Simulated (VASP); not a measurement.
Input:

```
KZnF3
1.0
    4.07451     0.00000     0.00000
    0.00000     4.07451     0.00000
    0.00000     0.00000     4.07451
K Zn F
1 1 3
Direct
  0.00000   0.00000   0.00000
  0.50000   0.50000   0.50000
  0.50000   0.00000   0.50000
  0.00000   0.50000   0.50000
  0.50000   0.50000   0.00000
```

Computed with vdW-DF-cx, VASP's PBE PAW potentials (set 64) (plane waves; VASP). Numerical set-up: 520 eV cut-off, Gaussian smearing of 0.050 eV, potentials K_sv Zn F.

Task: Estimate the band gap (along the path) with the smallest direct gap where there is one.

Result: 
| Quantity | Result |
|---|---|
| band gap (along the path) | 3.78 eV |
| smallest direct gap (along the path) | 5.53 eV |

Only differences to runs with the same potentials and settings are physical.

The compound is KZnF3 in the cubic perovskite structure. It was relaxed first.
